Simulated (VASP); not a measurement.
Calculation: SCAN meta-GGA, VASP's PBE PAW potentials (set 64) (plane waves; VASP 6.6.1).

A VASP calculation is set up with these files.

File POSCAR:
```
MgI2
1
    2.0890991218    -3.6184253869    -0.0000000000
    2.0890991218     3.6184253869    -0.0000000000
    0.0000000000     0.0000000000     7.0806592067
Mg I
1 2
Direct
  1.0000000000   1.0000000000   0.0000000000
  0.3333330000   0.6666670000   0.2348114924
  0.6666670000   0.3333330000   0.7651885076
```

INCAR:
```
! general
SYSTEM  = MgI2
PREC    = Accurate
ENCUT   = 520
LREAL   = .FALSE.
LASPH   = .TRUE.

! electronic loop
EDIFF   = 1E-6
NELM    = 100
ALGO    = Normal
LMAXMIX = 4
LMIXTAU = .TRUE.

! smearing
ISMEAR  = 0
SIGMA   = 0.05

! functional
METAGGA = SCAN

! ions
IBRION  = 2
NSW     = 60
ISIF    = 3
EDIFFG  = -0.02

! output
LWAVE   = .FALSE.
LCHARG  = .FALSE.
```

### KPOINTS
```
kpoints
0
gamma
  6 6 3
0 0 0
```

POTCAR, in this order: Mg I (PBE.64 set). Program: vasp_std.

Output of the run:

**OSZICAR**
```
       N       E                     dE             d eps       ncg     rms          rms(c)
DAV:   1     0.518016470841E+01    0.51802E+01   -0.60550E+03   408   0.107E+03
DAV:   2    -0.780284480468E+02   -0.83209E+02   -0.76933E+02   588   0.150E+02
DAV:   3    -0.843605398236E+02   -0.63321E+01   -0.63104E+01   508   0.507E+01
DAV:   4    -0.844666858620E+02   -0.10615E+00   -0.10611E+00   508   0.819E+00
DAV:   5    -0.844690714754E+02   -0.23856E-02   -0.23855E-02   504   0.128E+00    0.307E+00
DAV:   6    -0.833886537633E+02    0.10804E+01   -0.43995E-01   416   0.516E+00    0.300E+00
DAV:   7    -0.817073730881E+02    0.16813E+01   -0.34422E-01   436   0.454E+00    0.140E+00
DAV:   8    -0.817874860209E+02   -0.80113E-01   -0.14007E-01   468   0.302E+00    0.410E-01
DAV:   9    -0.816988706908E+02    0.88615E-01   -0.20519E-01   420   0.616E+00    0.278E-01
DAV:  10    -0.818263671363E+02   -0.12750E+00   -0.15564E-01   416   0.503E+00    0.325E-01
DAV:  11    -0.818440905806E+02   -0.17723E-01   -0.11613E-02   452   0.142E+00    0.654E-02
DAV:  12    -0.818829994573E+02   -0.38909E-01   -0.58816E-02   408   0.326E+00    0.144E-01
DAV:  13    -0.818841691366E+02   -0.11697E-02   -0.49070E-04   492   0.184E-01    0.129E-01
DAV:  14    -0.818918812531E+02   -0.77121E-02   -0.10293E-03   424   0.501E-01    0.108E-01
DAV:  15    -0.818957716954E+02   -0.38904E-02   -0.13995E-03   444   0.542E-01    0.677E-02
DAV:  16    -0.818961768029E+02   -0.40511E-03   -0.10876E-03   440   0.447E-01    0.741E-02
DAV:  17    -0.818956835454E+02    0.49326E-03   -0.41998E-04   412   0.317E-01    0.780E-02
DAV:  18    -0.818962821332E+02   -0.59859E-03   -0.43423E-04   416   0.339E-01    0.701E-02
DAV:  19    -0.818962883866E+02   -0.62534E-05   -0.80353E-06   508   0.368E-02    0.693E-02
DAV:  20    -0.818962666183E+02    0.21768E-04   -0.14748E-05   424   0.612E-02    0.660E-02
DAV:  21    -0.818962738472E+02   -0.72289E-05   -0.72848E-06   416   0.426E-02    0.622E-02
DAV:  22    -0.818962771199E+02   -0.32728E-05   -0.40972E-07   288   0.988E-03    0.581E-02
DAV:  23    -0.818962813909E+02   -0.42710E-05   -0.54854E-07   284   0.115E-02    0.502E-02
DAV:  24    -0.818962859559E+02   -0.45649E-05   -0.76218E-07   280   0.142E-02    0.436E-02
DAV:  25    -0.818962925305E+02   -0.65747E-05   -0.67119E-07   212   0.772E-03    0.346E-02
DAV:  26    -0.818962991391E+02   -0.66086E-05   -0.56002E-07   280   0.936E-03    0.245E-02
DAV:  27    -0.818963083979E+02   -0.92588E-05   -0.90332E-07   272   0.111E-02    0.123E-02
DAV:  28    -0.818963105132E+02   -0.21154E-05   -0.25810E-07   216   0.480E-03    0.809E-03
DAV:  29    -0.818963125908E+02   -0.20775E-05   -0.91623E-08   216   0.347E-03    0.572E-03
DAV:  30    -0.818963155560E+02   -0.29652E-05   -0.13048E-07   216   0.394E-03    0.202E-03
DAV:  31    -0.818963173900E+02   -0.18340E-05   -0.63237E-08   216   0.320E-03    0.621E-04
DAV:  32    -0.818963173615E+02    0.28480E-07   -0.13607E-08   212   0.131E-03
   1 F= -.81896317E+02 E0= -.81896317E+02  d E =-.818963E+02
```

**OUTCAR**
```
------------------------ aborting loop because EDIFF is reached ----------------------------------------
  FORCE on cell =-STRESS in cart. coord.  units (eV):
  Direction    XX          YY          ZZ          XY          YZ          ZX
  --------------------------------------------------------------------------------------
  Total       -0.0540059     -0.0540059     -0.0258770      0.0000000     -0.0000000      0.0000000
  in kB       -0.8082942     -0.8082940     -0.3872951      0.0000000     -0.0000000      0.0000000
  external PRESSURE =      -0.6679611 kB  Pullay stress =       0.0000000 kB
  volume of cell :      107.05
      direct lattice vectors                 reciprocal lattice vectors
     2.089099122 -3.618425387  0.000000000     0.239337614 -0.138181653  0.000000000
     2.089099122  3.618425387  0.000000000     0.239337614  0.138181653  0.000000000
     0.000000000  0.000000000  7.080659207     0.000000000  0.000000000  0.141229788
 POSITION                                       TOTAL-FORCE (eV/Angst)
 -----------------------------------------------------------------------------------
      0.00000      0.00000      0.00000         0.000000     -0.000000      0.000000
      2.08910      1.20614      1.66262         0.000000     -0.000000     -0.012400
      2.08910     -1.20614      5.41804        -0.000000      0.000000      0.012400
 -----------------------------------------------------------------------------------
    total drift:                               -0.000000      0.000000      0.000000
  FREE ENERGIE OF THE ION-ELECTRON SYSTEM (eV)
  ---------------------------------------------------
  free  energy   TOTEN  =       -81.8963173615 eV

  energy  without entropy=      -81.8963173615  energy(sigma->0) =      -81.89631736

 reached required accuracy - stopping structural energy minimisation
```
(Selected blocks of OUTCAR.)

### OUTCAR
```
 val. band max:        1.5259726244   @ k =   0.0000   0.0000   0.0000

 cond. band min:       5.7068792534   @ k =   0.5000   0.0000   0.3333


 Fermi energy:         1.7378458066

 k-point     1 :       0.0000    0.0000    0.0000
  band No.  band energies     occupation
      1     -10.7882      2.00000
      2     -10.1053      2.00000
      3      -1.7787      2.00000
      4       1.1586      2.00000
      5       1.1586      2.00000
      6       1.5206      2.00000
      7       1.5206      2.00000
      8       1.5260      2.00000
      9       6.0033      0.00000
     10       7.0438      0.00000
     11       8.8768      0.00000
     12       8.8768      0.00000

 k-point     2 :       0.1667    0.0000    0.0000
  band No.  band energies     occupation
      1     -10.6468      2.00000
      2     -10.0314      2.00000
      3      -1.5967      2.00000
      4       0.1988      2.00000
      5       0.7177      2.00000
      6       0.8577      2.00000
      7       1.4602      2.00000
      8       1.4615      2.00000
      9       6.8174      0.00000
     10       7.6216      0.00000
     11       8.4231      0.00000
     12       9.2785      0.00000

 k-point     3 :       0.3333    0.0000    0.0000
  band No.  band energies     occupation
      1     -10.3114      2.00000
      2      -9.9002      2.00000
      3      -1.5003      2.00000
      4      -0.9514      2.00000
      5      -0.2451      2.00000
      6       0.4234      2.00000
      7       1.1492      2.00000
      8       1.2464      2.00000
      9       6.2317      0.00000
     10       7.7133      0.00000
     11       8.1667      0.00000
     12       9.3814      0.00000

 k-point     4 :       0.5000    0.0000    0.0000
  band No.  band energies     occupation
      1     -10.0798      2.00000
      2      -9.8768      2.00000
      3      -1.9425      2.00000
      4      -1.2190      2.00000
      5      -0.1242      2.00000
      6       0.2444      2.00000
...
```

Unless said otherwise, spin-orbit coupling is left out, though it shifts the bands of the heavy elements here.

The compound is MgI2 in the 1T layered structure. It was relaxed first. The start is the result of an earlier pass.
